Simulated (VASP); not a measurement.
Computed with revPBE GGA, VASP's PBE PAW potentials (set 64) (plane waves; VASP 6.6.1).

VASP ran on this input.

### INCAR
```
# general
SYSTEM =TiB2
PREC   =Accurate
ENCUT  =520
LREAL  =.False.
LASPH  =.True.

# electronic loop
EDIFF  =1E-7
NELM   =100
ALGO   =Normal
LMAXMIX=4

# smearing
ISMEAR =-5

# functional
GGA    =RE

# ions
ISIF   =2

# output
LWAVE  =.False.
LCHARG =.True.
LORBIT =11
NEDOS  =601

# other
LEFG   =.True.
```

**POSCAR**
```
TiB2
3.0444330
  0.4999999230  -0.8660252793   0.0000000000
  0.4999999230   0.8660252793   0.0000000000
  0.0000000000   0.0000000000   1.0658931705
Ti B
1 2
Cart
  0.0000000000   0.0000000000   1.0658931705
  0.4999999230   0.2886756704   0.5329465853
  0.4999999230  -0.2886756704   0.5329465853
```

KPOINTS:
```
Automatic mesh
0
Gamma
13 13 11
0 0 0
```

POTCAR, in this order: Ti_sv B (PBE.64 set). Program: vasp_std.

### Question
What does the run give for the energy per atom (σ→0), band gap (on the k-mesh)?

### Answer

```json
{
  "energy per atom (σ→0)": "-7.857 eV/atom",
  "band gap (on the k-mesh)": "none (metal, semimetal or under 0.01 eV)"
}
```

### OSZICAR
```
...
DAV:  10    -0.235704488901E+02    0.92019E-03   -0.50377E-03  4080   0.972E-01    0.636E-02
DAV:  11    -0.235704584437E+02   -0.95536E-05   -0.51841E-04  4765   0.294E-01    0.568E-02
DAV:  12    -0.235704617694E+02   -0.33257E-05   -0.20815E-04  4334   0.195E-01    0.984E-03
DAV:  13    -0.235704515302E+02    0.10239E-04   -0.16194E-05  4179   0.536E-02    0.231E-03
DAV:  14    -0.235704526483E+02   -0.11180E-05   -0.32877E-07  3583   0.724E-03    0.834E-04
DAV:  15    -0.235704533005E+02   -0.65222E-06   -0.92892E-08  1988   0.327E-03    0.119E-04
DAV:  16    -0.235704533969E+02   -0.96398E-07   -0.28943E-08  1773   0.164E-03
   1 F= -.23570453E+02 E0= -.23570453E+02  d E =0.000000E+00
```

The compound is TiB2 in the AlB2 type structure. It was relaxed first.
